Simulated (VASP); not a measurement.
Calculation: PBEsol GGA, VASP's PBE PAW potentials (set 64) (plane waves; VASP).

Input for VASP

**KPOINTS**
```
K-points
0
Gamma
 5 5 5
```

### POSCAR
```
AlGa3As4
1
    5.6604652947     0.0000000000    -0.0000000000
    0.0000000000     5.6604652947     0.0000000000
    0.0000000000     0.0000000000     5.6604652947
Ga As Al
3 4 1
Direct
  1.0000000000   0.0000000000   1.0000000000
  0.5000000000   0.5000000000   0.0000000000
  0.5000000000   0.0000000000   0.5000000000
  0.2500196993   0.2499803007   0.2499803007
  0.7499803007   0.7500196993   0.2499803007
  0.7499803007   0.2499803007   0.7500196993
  0.2500196993   0.7500196993   0.7500196993
  0.0000000000   0.5000000000   0.5000000000
```

### INCAR
```
SYSTEM  =  AlGa3As4
PREC  =  Accurate; ENCUT  =  400; LREAL  =  F
LASPH  =  T
EDIFF  =  1E-7; NELM  =  100; ALGO  =  Normal
LMAXMIX  =  4
ISMEAR  =  -5
GGA  =  PS
ISIF  =  2
LWAVE  =  F; LCHARG  =  T; LORBIT  =  11
NEDOS  =  601
```

POTCAR, in this order: Ga_d As Al (PBE.64 set). Program: vasp_std.

What VASP printed:

File OSZICAR:
```
       N       E                     dE             d eps       ncg     rms          rms(c)
DAV:   1     0.444587304196E+03    0.44459E+03   -0.24353E+04   758   0.182E+03
DAV:   2     0.245959475382E+02   -0.41999E+03   -0.40822E+03   835   0.466E+02
DAV:   3    -0.349803581952E+02   -0.59576E+02   -0.57658E+02   860   0.141E+02
DAV:   4    -0.380860340957E+02   -0.31057E+01   -0.30835E+01   902   0.333E+01
DAV:   5    -0.381693681640E+02   -0.83334E-01   -0.83049E-01   899   0.533E+00    0.609E+00
DAV:   6    -0.374487263457E+02    0.72064E+00   -0.12604E+00  1065   0.140E+01    0.344E+00
DAV:   7    -0.373121059080E+02    0.13662E+00   -0.68393E-01   897   0.385E+00    0.109E+00
DAV:   8    -0.373070105157E+02    0.50954E-02   -0.10483E-01   913   0.362E+00    0.287E-01
DAV:   9    -0.373069300216E+02    0.80494E-04   -0.11104E-02  1054   0.149E+00    0.823E-02
DAV:  10    -0.373070575681E+02   -0.12755E-03   -0.13574E-03   835   0.293E-01    0.398E-02
DAV:  11    -0.373071876249E+02   -0.13006E-03   -0.30523E-04  1004   0.841E-02    0.177E-02
DAV:  12    -0.373071834914E+02    0.41336E-05   -0.16636E-05   962   0.229E-02    0.103E-02
DAV:  13    -0.373071831425E+02    0.34882E-06   -0.42301E-06   929   0.109E-02    0.212E-03
DAV:  14    -0.373071833855E+02   -0.24296E-06   -0.33040E-07   836   0.490E-03    0.577E-04
DAV:  15    -0.373071834777E+02   -0.92146E-07   -0.57260E-08   485   0.126E-03
   1 F= -.37307183E+02 E0= -.37307183E+02  d E =0.000000E+00
```

**OUTCAR**
```
------------------------ aborting loop because EDIFF is reached ----------------------------------------
  FORCE on cell =-STRESS in cart. coord.  units (eV):
  Direction    XX          YY          ZZ          XY          YZ          ZX
  --------------------------------------------------------------------------------------
  Total        0.1648841      0.1648841      0.1648841     -0.0000000      0.0000000      0.0000000
  in kB        1.4565755      1.4565755      1.4565755     -0.0000000      0.0000000      0.0000000
  external PRESSURE =       1.4565755 kB  Pullay stress =       0.0000000 kB
  volume of cell :      181.37
      direct lattice vectors                 reciprocal lattice vectors
     5.660465295  0.000000000  0.000000000     0.176663922  0.000000000  0.000000000
     0.000000000  5.660465295  0.000000000     0.000000000  0.176663922  0.000000000
     0.000000000  0.000000000  5.660465295     0.000000000  0.000000000  0.176663922
 POSITION                                       TOTAL-FORCE (eV/Angst)
 -----------------------------------------------------------------------------------
      0.00000      0.00000      0.00000         0.000000     -0.000000      0.000000
      2.83023      2.83023      0.00000         0.000000     -0.000000      0.000000
      2.83023      0.00000      2.83023         0.000000      0.000000      0.000000
      1.41523      1.41500      1.41500         0.002732     -0.002732     -0.002732
      4.24524      4.24546      1.41500        -0.002732      0.002732     -0.002732
      4.24524      1.41500      4.24546        -0.002732     -0.002732      0.002732
      1.41523      4.24546      4.24546         0.002732      0.002732      0.002732
      0.00000      2.83023      2.83023         0.000000     -0.000000      0.000000
 -----------------------------------------------------------------------------------
    total drift:                               -0.000000     -0.000000     -0.000000
  FREE ENERGIE OF THE ION-ELECTRON SYSTEM (eV)
  ---------------------------------------------------
  free  energy   TOTEN  =       -37.3071834777 eV

  energy  without entropy=      -37.3071834777  energy(sigma->0) =      -37.30718348

 total charge

# of ion       s       p       d       tot
------------------------------------------
    1        0.881   0.796   9.994  11.672
    2        0.881   0.796   9.994  11.672
    3        0.881   0.796   9.994  11.672
    4        1.209   1.612   0.030   2.850
    5        1.209   1.612   0.030   2.850
    6        1.209   1.612   0.030   2.850
    7        1.209   1.612   0.030   2.850
    8        0.407   0.373   0.000   0.780
--------------------------------------------------
tot          7.885   9.209  30.100  47.194
```
(Selected blocks of OUTCAR.)

The structure was generated: AlGa3As4 was put into an ordered model structure (P-43m), which need not be its known phase. It was relaxed first.
